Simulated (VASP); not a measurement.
Here is the system:

```
InAs
1.0
    0.00000     3.05381     3.05381
    3.05381     0.00000     3.05381
    3.05381     3.05381     0.00000
In As
1 1
Direct
  0.00000   0.00000   0.00000
  0.25000   0.25000   0.25000
```

Level of theory: r2SCAN meta-GGA, VASP's PBE PAW potentials (set 64) (plane waves; VASP). Numerical set-up: 480 eV cut-off, 8×8×8 Γ-centred mesh, Gaussian smearing of 0.050 eV, potentials In_d As.

Unless said otherwise, spin-orbit coupling is left out, though it shifts the bands of the heavy elements here.

Each row applies one change to this cell, which was relaxed at other settings and keeps the small stress of the first row; at a fixed cut-off the stress holds a Pulay part, so it need not integrate to ΔE exactly. Stress is in GPa, positive when the cell is compressed; gaps are those on the k-mesh, and 0.00 means metallic.

```json
[
 {"change": "none", "ΔE (meV/atom)": "0.0", "σxx": "0.04", "σyy": "0.04", "σzz": "0.04", "largest shear component, with its sign (GPa)": "0.00", "gap (eV)": "0.08"},
 {"change": "isotropic strain of +1.5 %", "ΔE (meV/atom)": "?", "σxx": "?", "σyy": "?", "σzz": "?", "largest shear component, with its sign (GPa)": "?", "gap (eV)": "?"},
 {"change": "isotropic strain of +2.0 %", "ΔE (meV/atom)": "16.1", "σxx": "-2.92", "σyy": "-2.92", "σzz": "-2.92", "largest shear component, with its sign (GPa)": "0.00", "gap (eV)": "0.00"},
 {"change": "biaxial strain of -0.5 % in the xy plane", "ΔE (meV/atom)": "0.7", "σxx": "0.72", "σyy": "0.72", "σzz": "0.53", "largest shear component, with its sign (GPa)": "0.00", "gap (eV)": "0.13"},
 {"change": "biaxial strain of -1.0 % in the yz plane", "ΔE (meV/atom)": "?", "σxx": "?", "σyy": "?", "σzz": "?", "largest shear component, with its sign (GPa)": "?", "gap (eV)": "?"},
 {"change": "isotropic strain of +0.5 %", "ΔE (meV/atom)": "0.9", "σxx": "-0.77", "σyy": "-0.77", "σzz": "-0.77", "largest shear component, with its sign (GPa)": "0.00", "gap (eV)": "0.00"}
]
```

Complete the blanks.

- biaxial strain of -1.0 % in the yz plane, ΔE (meV/atom): 2.5
- biaxial strain of -1.0 % in the yz plane, σxx: 0.99
- biaxial strain of -1.0 % in the yz plane, σyy: 1.38
- biaxial strain of -1.0 % in the yz plane, σzz: 1.38
- biaxial strain of -1.0 % in the yz plane, largest shear component, with its sign (GPa): 0.00
- biaxial strain of -1.0 % in the yz plane, gap (eV): 0.18
- isotropic strain of +1.5 %, ΔE (meV/atom): 9.0
- isotropic strain of +1.5 %, σxx: -2.25
- isotropic strain of +1.5 %, σyy: -2.25
- isotropic strain of +1.5 %, σzz: -2.25
- isotropic strain of +1.5 %, largest shear component, with its sign (GPa): 0.00
- isotropic strain of +1.5 %, gap (eV): 0.00

Failed runs are left out, and for metals the shear rows, which the mesh's noise covers.

The compound is InAs in the zinc blende structure.
